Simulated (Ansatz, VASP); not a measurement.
## Sc2NO2 in two plane-wave programs

Wanted: the spread between two codes on one cell, functional and k mesh. The structure shown is the start of the Ansatz relaxation below; VASP solves that cell, so the two are compared at the walk's first step.

Main program and level: Ansatz 0.2.0; plane waves, with VASP 6.6.1 beside it; single point at PBEsol.

### Step 1. Set-up

The cell holds 5 atoms: 1 N, 2 Sc and 2 O. Cell: a = 3.213 Å, b = 3.213 Å, c = 32.600 Å, α = 90.0°, β = 90.0°, γ = 120.0°. Vacuum lies along c.

### Step 2. Ansatz: relaxation, PBEsol

Ansatz runs on its default PAW (the set named soft_2) files.

The two programs are compared at the cell with which this relaxation starts, whose forces are those of its first step.

Contents of input.yaml:

```yaml
crystal:
  lattice:
    - [3.2127247191, 0.0, 0.0]
    - [-1.6063623595, 2.7823012221, 0.0]
    - [0.0, 0.0, 32.6]
  atoms:
    - { symbol: "N", position: [0.0, 0.0, 0.3067484663] }
    - { symbol: Sc, position: [0.3333333333, 0.6666666667, 0.349678962] }
    - { symbol: Sc, position: [0.6666666667, 0.3333333333, 0.2638179706] }
    - { symbol: O, position: [0.6666666667, 0.3333333333, 0.3736186625] }
    - { symbol: O, position: [0.3333333333, 0.6666666667, 0.2398782701] }
  periodic: [true, true, false]
kpoints:
  mp_grid: { grid: [12, 12, 1] }
hamiltonian:
  xc: pbesol
scf:
  occupations: { method: gaussian, width: 0.1 }
output:
  forces: true
  stress: true
  eigenvalues: true
  write_density: true
  write_potential: true
  elf: true
  volumetric_format: npy
relax:
  adjacent_minimum: "off"
  f_tol: 0.005
  max_steps: 80
  cell: { stress_2d_tol: 0.02 }
```

On the command line:

```console
$ ansatz run input.yaml --threads 8 --pin off --max-ram 14336MiB --backend cpu --events-out ev --progress --plain --runs-dir out
```

Numbers of over 12 decimals in the logs are rounded to 6 here.

The log of the run:

```text
Engine: ansatz 0.2.0, aarch64-unknown-linux-gnu
Pseudopotentials: kind: paw
Pseudopotential: N, paw, valence charge 5, recommended cutoff 420 eV (normal), N.paw.azcp
Pseudopotential: Sc, paw, valence charge 11, recommended cutoff 420 eV (normal), Sc.paw.azcp
Pseudopotential: O, paw, valence charge 6, recommended cutoff 420 eV (normal), O.paw.azcp
Functional definition: PBEsol
  exchange = pbesol_x
  correlation = pbesol_c
Crystal: 5 atoms, lattice volume = 291.404 Å³
Basis set: ecut = 420 eV, 5785 PW (Γ), exchange–correlation on 48×48×450 points (8 copies of the dense FFT grid, shifted against one another)
Bands: 25, of which v1, the nominal top of the filled ones, is band 20 counted from 1 (19 counted from 0)
Symmetry: 12 space group operations
Space group: P-3m1 (ITA 164), of the structure as read, at distance tolerance 6.6e-5 Å
k-points: 19 of 144
Non-local potential: N, projectors of the file, l = 0: 2, l = 1: 2, l = 2: 1
Non-local potential: Sc, projectors of the file, l = 0: 3, l = 1: 2, l = 2: 3, l = 3: 1
Non-local potential: O, projectors of the file, l = 0: 2, l = 1: 2, l = 2: 1
PAW form: soft (Blöchl's): semilocal exchange-correlation on the pseudo side does not see the compensation charge
PAW frozen core: N, regenerated for the run's functional, and the local potential with it (the file was generated under x = pbe(κ = 0.804, μ = 0.219515), c = pbe(β = 0.066725))
PAW frozen core: Sc, regenerated for the run's functional, and the local potential with it (the file was generated under x = pbe(κ = 0.804, μ = 0.219515), c = pbe(β = 0.066725))
PAW frozen core: O, regenerated for the run's functional, and the local potential with it (the file was generated under x = pbe(κ = 0.804, μ = 0.219515), c = pbe(β = 0.066725))
PAW one-centre angular grid: N, 110 points (default); XC on 64 Gauss nodes
PAW one-centre angular grid: Sc, 590 points (default); XC on 64 Gauss nodes
PAW one-centre angular grid: O, 110 points (default); XC on 64 Gauss nodes
Initial density: superposition of atomic densities (neutral atoms: chi_scale 0, normalization atom), corrected by the library's trained network
Initial wavefunctions: pseudopotential atomic-orbital guess
Functional: x = pbesol(κ = 0.804, μ = 0.123457), c = pbesol(β = 0.046)
SCF iter   1: F=—  HF=-5730.029526 eV  |F-HF|=—  |Δ(HF+E_count)|=         —  Δρ=8.23e-3  dr2=1.82e-1  ethr=1.77e-3  ⟨swp⟩=9.0  Hψ=2990  notcnv=0
preconditioner: auto → LDOS  [metal: Δε(μ)=0.081 eV  Ē_g=16.950 eV  σ=0.100 eV  W_gap=0.40  n_scr=20 (ndim 8)  ℏωp=12.9 eV  f_vac=0.774  D(μ)=1.93/eV (n_scr^D=10)  β→1.0]
SCF iter   2: F=—  HF=-5730.004357 eV  |F-HF|=—  |Δ(HF+E_count)|=   2.52e-2  Δρ=5.71e-3  dr2=8.95e-2  ethr=4.67e-4  ⟨swp⟩=3.0  Hψ=1100  notcnv=0  defer=20
SCF iter   3: F=—  HF=-5729.989955 eV  |F-HF|=—  |Δ(HF+E_count)|=   1.44e-2  Δρ=7.64e-4  dr2=1.66e-3  ethr=2.29e-4  ⟨swp⟩=2.5  Hψ=807  notcnv=0  defer=20
SCF iter   4: F=—  HF=-5729.990413 eV  |F-HF|=—  |Δ(HF+E_count)|=   4.58e-4  Δρ=3.58e-4  dr2=3.00e-4  ethr=4.27e-6  ⟨swp⟩=3.3  Hψ=997  notcnv=0  defer=20
SCF iter   5: F=—  HF=-5729.990436 eV  |F-HF|=—  |Δ(HF+E_count)|=   2.26e-5  Δρ=1.84e-4  dr2=1.84e-4  ethr=7.70e-7  ⟨swp⟩=2.8  Hψ=906  notcnv=0  defer=20
SCF iter   6: F=—  HF=-5729.990433 eV  |F-HF|=—  |Δ(HF+E_count)|=   3.03e-6  Δρ=1.04e-4  dr2=5.00e-5  ethr=4.71e-7  ⟨swp⟩=2.8  Hψ=911  notcnv=0  defer=20
SCF iter   7: F=—  HF=-5729.990300 eV  |F-HF|=—  |Δ(HF+E_count)|=   1.33e-4  Δρ=2.93e-5  dr2=6.29e-6  ethr=1.28e-7  ⟨swp⟩=3.1  Hψ=736  notcnv=0  defer=17
SCF iter   8: F=—  HF=-5729.990302 eV  |F-HF|=—  |Δ(HF+E_count)|=   2.06e-6  Δρ=7.31e-6  dr2=1.04e-7  ethr=1.61e-8  ⟨swp⟩=3.3  Hψ=746  notcnv=0  defer=17
SCF iter   9: F=-5729.990302 eV  HF=-5729.990302 eV  |F-HF|=6.50e-8  |Δ(HF+E_count)|=   1.39e-7  Δρ=1.83e-6  dr2=4.77e-9  ethr=2.56e-10  ⟨swp⟩=23.1  Hψ=4979  notcnv=0
SCF 1 converged in 9 iterations: F = -5729.990302 eV  dr2 = 4.77e-9
  greatest PAW one-centre occupation: 0.998 electrons in one spin orbital (limit 2), on the Sc atom at site 2 (counted from 0), in its partial waves of l = 0
relax step   1: F+E_penalty+E_count = -5729.99030181 eV  Δ(F+E_penalty+E_count) = +0.000e0 eV  max|allowed force component| = 4.803e-2 eV/Å  Δτ_max = 0.0000 Å  P = +0.045 N/m  Ω = 291.404 Å³  fix = [c, alpha, beta]  reactions: c +0.000 N/m  (9 SCF iters, dr2 threshold 1.00e-7 eV, accepted)
[...]
relax step   3: F+E_penalty+E_count = -5729.99038817 eV  Δ(F+E_penalty+E_count) = -1.317e-4 eV  max|allowed force component| = 4.774e-3 eV/Å  Δτ_max = 0.0030 Å  P = +0.006 N/m  Ω = 291.584 Å³  energy of the carried Pulay correction = -1.330e-4 eV  fix = [c, alpha, beta]  reactions: c +0.000 N/m  (6 SCF iters, dr2 threshold 2.31e-8 eV, accepted)
[...]
relax step   4: F+E_penalty+E_count = -5729.99052393 eV  Δ(F+E_penalty+E_count) = -1.358e-4 eV  max|allowed force component| = 4.839e-3 eV/Å  Δτ_max = 0.0000 Å  P = +0.009 N/m  Ω = 291.584 Å³  fix = [c, alpha, beta]  reactions: c +0.000 N/m  stress off target by 9.38e-3 N/m on what of the cell is left free  SCF on the basis re-selected at this cell (its energy is not comparable with the rows above)  (7 SCF iters)
basis re-selected at this cell: Δ(F+E_penalty+E_count) = -1.358e-4 eV, ΔP = +0.003 N/m vs the last step (what re-selecting the basis moved, of the pressure what is left beyond the Pulay correction that the steps carried, after the strain that the cell walked since its last selection, with what the two solves' SCF thresholds leave and, on support functions, any second-order correction that the steps lacked; it is no m [...]
WARN: The output density's exchange-correlation potential varies sharply where the density is thin. Do not read a vacuum level from v_tot or v_xc, or from such a field of the output density. On a cell that repeats whose density bears no net charge and no dipole along the vacuum's axis use v_es (v_loc + v_h of the components); under efield.dipole_correction with no amplitude use v_es + v_field, which holds any externa [...]
SCF converged after 7 iterations
Free energy (F): -5729.990524 eV
Harris-Foulkes:  -5729.990524 eV  (|F-HF|=1.89e-10)
Internal energy: -5729.978369 eV  (E = F + TS)
E sigma→0 (E₀):  -5729.984446 eV
Entropy (-TS):   -0.012155 eV (-2.431 meV/atom)
Fermi energy:    -7.334912 eV
--- Per-component energies (eV) ---
  E_band       = -896.818700
  E_kinetic    = 1005.035798
  E_local      = -98326.469961  (includes V_loc(G=0)·N_el)
  E_nonlocal   = 303.389993
  E_hartree    = 48481.560738
  E_xc         = -414.788240
  E_vxc        = -523.867115  (∫ρ·V_xc dr)
  E_paw        = -2288.304147  (= ΣΔE_a)
  E_vpaw       = -318.033789  (= ΣTr[D̂ρ^β])
  E_aug_tail   = 0.004977  (compensation charges beyond the density's cutoff)
  E_ewald      = 45509.235749
  E_core_change = 0.356725  (= ΣΔE_core)
  E_smearing   = -0.012155  (= −TS)
  E_closure    = -0.000000  (closes the sum)
  Σ components = -5729.990524   (vs F -5729.990524, Δ=0.00e0)
--- Forces (eV/Å), atoms counted from 1 ---
  atom   1  N     -0.00000000    -0.00000000     0.00000000
  atom   2  Sc    -0.00000000     0.00000000    -0.00483920
  atom   3  Sc     0.00000000    -0.00000000     0.00483920
  atom   4  O      0.00000000    -0.00000000     0.00448978
  atom   5  O     -0.00000000     0.00000000    -0.00448978
  max |Σ_I F_I| component: 5.55e-17 eV/Å
--- 2D stress c σ (N/m, compression-positive) ---
        0.009379       0.000000       0.000000
        0.000000       0.009379      -0.000000
        0.000000      -0.000000       0.000000
  P = ½ c Tr σ = 0.0094 N/m
--- Band table (eV; the first three rows and the last of 19) ---
  k-point 0: bands = [... 16 lower, -9.2927, -7.3777, -6.7029, -6.7029, -2.6924, -2.6924, -2.5177, -1.8251, ... 1 higher]
  k-point 1: bands = [... 16 lower, -9.2159, -7.2622, -7.0323, -6.8284, -2.7396, -2.5312, -2.5216, -1.8364, ... 1 higher]
  k-point 2: bands = [... 16 lower, -9.0716, -7.7475, -7.1211, -7.0935, -2.9737, -2.3035, -2.1753, -1.7993, ... 1 higher]
  k-point 18: bands = [... 16 lower, -8.9509, -8.7474, -7.8840, -7.8840, -2.7491, -2.0732, -2.0732, -1.7841, ... 1 higher]
--- Relaxed structure (3 steps of the walk, 3 accepted, 1 SCFs on fresh bases) ---
  F+E_penalty+E_count = -5729.99052393 eV   max|allowed force component| = 4.839e-3 eV/Å   (the final SCF, on the basis selected at the relaxed cell)
  cell:  # Å, volume = 291.5841 Å³
    - [3.213718, -2.887638712587745e-11, 0]
    - [-1.606859, 2.783161, 0]
    - [0, 0, 32.6]
  atoms:
    - { symbol: N, position: [0, 0, 0.306748] }
    - { symbol: Sc, position: [0.333333, 0.666667, 0.349528] }
    - { symbol: Sc, position: [0.666667, 0.333333, 0.263969] }
    - { symbol: O, position: [0.666667, 0.333333, 0.373493] }
    - { symbol: O, position: [0.333333, 0.666667, 0.240004] }
```

Reading the cycles: dr2 is the Hartree energy of the density residual (eV), the measure of convergence; HF is the Harris–Foulkes estimate of the energy, which meets the free energy F at convergence.

### Step 3. VASP: single point, PBEsol, start cell

The same cell, functional, mesh and smearing now go to VASP, with its own data sets.

Lines of VASP's logs that name or quote its potential files are left out, and so is its time.

Contents of INCAR:

```
SYSTEM = Sc2NO2
PREC = Accurate
ENCUT = 520
EDIFF = 1E-06
NELM = 120
ISMEAR = 0
SIGMA = 0.1
LREAL = .FALSE.
ALGO = Normal
GGA = PS
NBANDS = 25
LASPH = .TRUE.
LORBIT = 11
LWAVE = .FALSE.
LCHARG = .FALSE.
ISIF = 2
LDIPOL = .TRUE.
IDIPOL = 3
DIPOL = 0.5 0.5 0.307
LVHAR = .TRUE.
GGA_COMPAT = .FALSE.
NELMDL = -8
KPAR = 2
```

Contents of POSCAR:

```
Sc2NO2
1.0
    3.2127250000      0.0000000000      0.0000000000
   -1.6063620000      2.7823010000      0.0000000000
    0.0000000000      0.0000000000     32.6000000000
N Sc O
1 2 2
Direct
    0.0000000000      0.0000000000      0.3067484663
    0.3333331697      0.6666665469      0.3496789571
    0.6666665191      0.3333334531      0.2638179755
    0.6666665191      0.3333334531      0.3736186503
    0.3333331697      0.6666665469      0.2398782822
```

Contents of KPOINTS:

```
Automatic mesh
0
Gamma
12 12 1
0 0 0
```

The projector-augmented-wave data sets are N, Sc_sv and O (PBE family, release 64).

On the command line:

```console
$ mpirun -np 2 vasp_std
```

The log of the run:

```text
[banner, memory and clock lines left out]
running    2 mpi-ranks, on    1 nodes
 distrk:  each k-point on    1 cores,    2 groups
 distr:  one band on    1 cores,    1 groups

 POSCAR found type information on POSCAR N ScO
 POSCAR found :  3 types and       5 ions
|                                                                             |
|               ----> ADVICE to this user running VASP <----                  |
|                                                                             |
|     You enforced a specific xc type in the INCAR file but a different       |
|     [... a line on the potential file left out ...]
|     I HOPE YOU KNOW WHAT YOU ARE DOING!                                     |
|                                                                             |

 LDA part: xc-table for (Slater+PW92), standard interpolation
 POSCAR, INCAR and KPOINTS ok, starting setup
 FFT: planning ... GRIDC
 FFT: planning ... GRID_SOFT
 FFT: planning ... GRID
 WAVECAR not read
 entering main loop
       N       E                     dE             d eps       ncg     rms          rms(c)
DAV:   1     0.646337115258E+03    0.64634E+03   -0.16990E+04  1118   0.124E+03
DAV:   2     0.900645359246E+02   -0.55627E+03   -0.54719E+03  1270   0.488E+02
DAV:   3    -0.426994731933E+02   -0.13276E+03   -0.13060E+03  1644   0.213E+02
DAV:   4    -0.525321570612E+02   -0.98327E+01   -0.96756E+01  1332   0.585E+01
DAV:   5    -0.528924690602E+02   -0.36031E+00   -0.35815E+00  1596   0.137E+01
DAV:   6    -0.528957193061E+02   -0.32502E-02   -0.32497E-02  1508   0.151E+00
DAV:   7    -0.528957878432E+02   -0.68537E-04   -0.68532E-04  1596   0.226E-01
DAV:   8    -0.528957894946E+02   -0.16514E-05   -0.16495E-05  1484   0.349E-02    0.231E+01
DAV:   9    -0.450078808344E+02    0.78879E+01   -0.52738E+01  1620   0.647E+01    0.108E+01
DAV:  10    -0.445708588263E+02    0.43702E+00   -0.47915E+00  1612   0.196E+01    0.652E+00
DAV:  11    -0.444604235657E+02    0.11044E+00   -0.17295E+00  1666   0.127E+01    0.214E+00
DAV:  12    -0.443560406425E+02    0.10438E+00   -0.42065E-01  1633   0.526E+00    0.419E-01
DAV:  13    -0.443542297412E+02    0.18109E-02   -0.54666E-02  1451   0.195E+00    0.316E-01
DAV:  14    -0.443502823982E+02    0.39473E-02   -0.62268E-03  1460   0.542E-01    0.934E-02
[...]
DAV:  21    -0.443510021771E+02   -0.92335E-04   -0.52440E-06  1172   0.211E-02    0.302E-03
DAV:  22    -0.443510669238E+02   -0.64747E-04   -0.32486E-06   930   0.104E-02    0.152E-03
DAV:  23    -0.443511169684E+02   -0.50045E-04   -0.36894E-06  1010   0.877E-03    0.185E-03
DAV:  24    -0.443511263358E+02   -0.93674E-05   -0.42997E-07   985   0.505E-03    0.748E-04
DAV:  25    -0.443511312816E+02   -0.49458E-05   -0.21697E-07   761   0.435E-03    0.787E-04
DAV:  26    -0.443511344300E+02   -0.31484E-05   -0.11816E-07   801   0.380E-03    0.432E-04
DAV:  27    -0.443511356702E+02   -0.12402E-05   -0.59536E-08   758   0.236E-03    0.176E-04
DAV:  28    -0.443511365593E+02   -0.88914E-06   -0.27605E-08   672   0.182E-03
   1 F= -.44351137E+02 E0= -.44344832E+02  d E =-.126093E-01
```

Parts of OUTCAR (step 3):

```text
ion  position               nearest neighbor table
   1  0.000  0.000  0.307-   2 2.32   3 2.32   2 2.32   3 2.32   3 2.32   2 2.32
   2  0.333  0.667  0.350-   4 2.01   4 2.01   4 2.01   1 2.32   1 2.32   1 2.32   3 3.36   3 3.36
                             3 3.36
   3  0.667  0.333  0.264-   5 2.01   5 2.01   5 2.01   1 2.32   1 2.32   1 2.32   2 3.36   2 3.36
                             2 3.36
   4  0.667  0.333  0.374-   2 2.01   2 2.01   2 2.01
   5  0.333  0.667  0.240-   3 2.01   3 2.01   3 2.01

  LATTYP: Found a hexagonal cell.
 ALAT       =     3.2127250000
 C/A-ratio  =    10.1471492269

 Subroutine GETGRP returns: Found 12 space group operations
 (whereof  6 operations were pure point group operations)

The static configuration has the point symmetry C_3v.
 The point group associated with its full space group is D_3d.

 Found     19 irreducible k-points:

   k-points           NKPTS =     19   k-points in BZ     NKDIM =     19   number of bands    NBANDS=     25

   dimension x,y,z NGX =    24 NGY =   24 NGZ =  250
   dimension x,y,z NGXF=    48 NGYF=   48 NGZF=  500

   ENCUT  =  520.0 eV  38.22 Ry    6.18 a.u.   5.97  5.97 60.61*2*pi/ulx,y,z

   NELECT =      39.0000    total number of electrons

 k-points in reciprocal lattice and weights: Automatic mesh
   0.00000000  0.00000000  0.00000000       0.007
   0.08333333  0.00000000  0.00000000       0.042
   0.16666667  0.00000000  0.00000000       0.042
   0.25000000  0.00000000  0.00000000       0.042
   0.33333333  0.00000000  0.00000000       0.042
   0.41666667  0.00000000  0.00000000       0.042
   0.50000000  0.00000000  0.00000000       0.021
   0.08333333  0.08333333  0.00000000       0.042
   0.16666667  0.08333333  0.00000000       0.083
[...]
0.33333333  0.25000000  0.00000000       0.083
   0.33333333  0.33333333  0.00000000       0.014

 dipolmoment           0.000000      0.000000      0.000003 electrons x Angstroem

 average (electrostatic) potential at core
       1 -72.0654       2 -53.5030       3 -53.5030       4 -78.6257       5 -78.6257

 E-fermi :  -5.3030

 k-point     1 :       0.0000    0.0000    0.0000
  band No.  band energies     occupation
    ...
     14      -7.9772      2.00000
     15      -7.5826      2.00000
     16      -7.5826      2.00000
     17      -7.2766      2.00000
     18      -5.3504      1.49739
     19      -4.6590      0.00000
     20      -4.6590      0.00000
     21      -0.6737      0.00000
     22      -0.6737      0.00000
     23      -0.4920      0.00000
    ...

 k-point     2 :       0.0833    0.0000    0.0000
  band No.  band energies     occupation
    ...
     13      -7.9841      2.00000
     14      -7.9166      2.00000
     15      -7.6404      2.00000
     16      -7.5390      2.00000
     17      -7.1997      2.00000
     18      -5.2336      0.32594
     19      -4.9919      0.00001
     20      -4.7855      0.00000
     21      -0.7188      0.00000
     22      -0.5118      0.00000
    ...

 k-point     3 :       0.1667    0.0000    0.0000
  band No.  band energies     occupation
    ...
     14      -7.7513      2.00000
     15      -7.6706      2.00000
     16      -7.4230      2.00000
     17      -7.0531      2.00000
     18      -5.7144      2.00000
     19      -5.0803      0.00163
     20      -5.0639      0.00072
     21      -0.9539      0.00000
     22      -0.2900      0.00000
     23      -0.1553      0.00000
    ...

  Total        0.4725453      0.4725451      0.0756069      0.0000001      0.0000000      0.0000000
  in kB        2.5981174      2.5981165      0.4156967      0.0000005      0.0000000      0.0000000
  external PRESSURE =       1.8706435 kB  Pullay stress =       0.0000000 kB

  energy-cutoff  :      520.00
  volume of cell :      291.40
      direct lattice vectors                 reciprocal lattice vectors
     3.212725000  0.000000000  0.000000000     0.311262246  0.179707316  0.000000000
    -1.606362000  2.782301000  0.000000000     0.000000000  0.359414743  0.000000000
     0.000000000  0.000000000 32.600000000     0.000000000  0.000000000  0.030674847

 POSITION                                       TOTAL-FORCE (eV/Angst)
 -----------------------------------------------------------------------------------
      0.00000      0.00000     10.00000        -0.000000      0.000000      0.000000
      0.00000      1.85487     11.39953        -0.000000      0.000000     -0.089863
      1.60636      0.92743      8.60047         0.000000      0.000000      0.089863
      1.60636      0.92743     12.17997        -0.000000     -0.000000      0.092954
      0.00000      1.85487      7.82003         0.000000      0.000000     -0.092954
 -----------------------------------------------------------------------------------
    total drift:                                0.002048     -0.000000      0.000030

  FREE ENERGIE OF THE ION-ELECTRON SYSTEM (eV)
  ---------------------------------------------------
  free  energy   TOTEN  =       -44.3511365593 eV

  energy  without entropy=      -44.3385272244  energy(sigma->0) =      -44.34483189

 vacuum level on the upper side and lower side of the slab         2.024         2.024

 total charge
# of ion       s       p       d       tot
------------------------------------------
    1        1.261   2.338   0.000   3.599
    2        2.222   6.272   1.178   9.673
    3        2.222   6.272   1.178   9.673
    4        1.571   3.447   0.000   5.018
    5        1.571   3.447   0.000   5.018
--------------------------------------------------
tot          8.848  21.776   2.356  32.980

[... 3 further parts left out ...]
```

The run ends at a pressure of 0.19 GPa, with forces up to 0.093 eV/Å.

### Step 4. Comparison

Known differences besides the potentials themselves: Ansatz cuts the interaction across the vacuum, VASP repeats the sheet with a dipole correction; the cutoff is 420 eV in Ansatz and 520 eV in VASP; Ansatz makes its cores anew for this functional, VASP keeps those of its PBE data sets. Total energies have different zeros and are not compared.

Forces (eV/Å; atoms numbered as in POSCAR):

| atom | Ansatz x, y, z | VASP x, y, z |
| --- | --- | --- |
| N1 | 0.000, 0.000, 0.000 | 0.000, 0.000, 0.000 |
| Sc2 | 0.000, 0.000, -0.048 | 0.000, 0.000, -0.090 |
| Sc3 | 0.000, 0.000, 0.048 | 0.000, 0.000, 0.090 |
| O4 | 0.000, 0.000, 0.008 | 0.000, 0.000, 0.093 |
| O5 | 0.000, 0.000, -0.008 | 0.000, 0.000, -0.093 |

The forces differ by 35 meV/Å r.m.s., which is 73.3 % of the r.m.s. force of 0.047 eV/Å (both taken over all components). With vacuum in the cell, a pressure given here is an average over mostly empty space and none of the material.

### Step 5. Summary of results

```
r.m.s. force difference (single point, PBEsol, start cell) : 35 meV/Å
```

What this shows: The r.m.s. force difference is 35 meV/Å (single point, PBEsol, start cell), beyond the 12 meV/Å picked in this series as the mark of a large difference. What causes the difference of the single point, PBEsol, start cell pair stays open here. Such differences can come from data sets, numerical settings and the points named under the comparisons, not from the functional's error against experiment.

[Lines on the potential files, build, host, timing and source positions are cut from VASP's logs without a mark.]

[Logs are printed without paths, hosts, clocks, repeated set-up lines and the standing remarks that a program may print on its own settings, such as how far it seeks lower states.]

[Hosts, paths, dates, database ids (printed as entryN), source tags and the programs' standing remarks are cut or masked in the printed files.]
